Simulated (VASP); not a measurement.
These are PBE GGA, VASP's PBE PAW potentials (set 64) (plane waves; VASP) values and carry that method's errors.

A VASP calculation is set up with these files.

### POSCAR
```
GaN
1
    3.1895680000     0.0000000000     0.0000000000
   -1.5947840000     2.7622460000     0.0000000000
    0.0000000000     0.0000000000     5.1933980000
Ga N
2 2
Direct
  0.6666670000   0.3333330000   0.4990800000
  0.3333330000   0.6666670000   0.9990800000
  0.6666670000   0.3333330000   0.8759200000
  0.3333330000   0.6666670000   0.3759200000
```

### KPOINTS
```
Automatic mesh
0
Gamma
6 6 6
0 0 0
```

**INCAR**
```
GGA  =  PE
LWAVE  =  .FALSE.
PREC  =  Accurate
LASPH  =  .TRUE.
SIGMA  =  0.2   # width (eV)
SYSTEM  =  GaN
ISMEAR  =  1
ISIF  =  2
NELM  =  100   # most electronic steps
EDIFF  =  1E-03   # SCF stop (eV)
LCHARG  =  .FALSE.
ENCUT  =  320   # plane-wave cut-off (eV)
ALGO  =  Normal   # blocked Davidson
LMAXMIX  =  4   # l cut-off of mixed one-centre charges
LREAL  =  .FALSE.
```

POTCAR, in this order: Ga_d N (PBE.64 set). Program: vasp_std.

The run wrote:

**OSZICAR**
```
       N       E                     dE             d eps       ncg     rms          rms(c)
DAV:   1     0.225017731826E+03    0.22502E+03   -0.14112E+04  1314   0.230E+03
DAV:   2    -0.179482208641E+01   -0.22681E+03   -0.21968E+03  1390   0.431E+02
DAV:   3    -0.271911806032E+02   -0.25396E+02   -0.25230E+02  1454   0.130E+02
DAV:   4    -0.279796524750E+02   -0.78847E+00   -0.78747E+00  1650   0.247E+01
DAV:   5    -0.279914192753E+02   -0.11767E-01   -0.11764E-01  1450   0.261E+00    0.104E+01
DAV:   6    -0.242398424624E+02    0.37516E+01   -0.13917E+01  2222   0.534E+01    0.351E+00
DAV:   7    -0.243231927104E+02   -0.83350E-01   -0.13972E+00  1334   0.886E+00    0.293E+00
DAV:   8    -0.243229285203E+02    0.26419E-03   -0.24796E-01  2032   0.778E+00    0.957E-01
DAV:   9    -0.243009697059E+02    0.21959E-01   -0.10560E-01  2166   0.551E+00    0.336E-01
DAV:  10    -0.243019515133E+02   -0.98181E-03   -0.45989E-03  1334   0.703E-01
   1 F= -.24301952E+02 E0= -.24302278E+02  d E =0.978729E-03
```

File OUTCAR:
```
------------------------ aborting loop because EDIFF is reached ----------------------------------------
  FORCE on cell =-STRESS in cart. coord.  units (eV):
  Direction    XX          YY          ZZ          XY          YZ          ZX
  --------------------------------------------------------------------------------------
  Total       -3.1025123     -3.1025103     -3.0915471      0.0000000     -0.0000000     -0.0000000
  in kB     -108.6371267   -108.6370547   -108.2531690      0.0000000     -0.0000000     -0.0000000
  external PRESSURE =    -108.5091168 kB  Pullay stress =       0.0000000 kB
  volume of cell :       45.76
      direct lattice vectors                 reciprocal lattice vectors
     3.189568000  0.000000000  0.000000000     0.313522082  0.181012118  0.000000000
    -1.594784000  2.762246000  0.000000000     0.000000000  0.362024237  0.000000000
     0.000000000  0.000000000  5.193398000     0.000000000  0.000000000  0.192552159
  FREE ENERGIE OF THE ION-ELECTRON SYSTEM (eV)
  ---------------------------------------------------
  free  energy   TOTEN  =       -24.3019515133 eV

  energy  without entropy=      -24.3029302422  energy(sigma->0) =      -24.30227776
```
(Selected blocks of OUTCAR.)

At this cut-off the stress carries a Pulay error, which pulls relaxed volumes low.

The structure comes from a computed database's GaN entry; how it stands against other phases isn't given here. The cell was not relaxed at this level. The run is one of a series of settings (EDIFF = 1E-03, ENCUT = 320, ISMEAR = 1, SIGMA = 0.2, KPOINTS 6×6×6 Γ-centred mesh against the base run), some of them coarse on purpose.
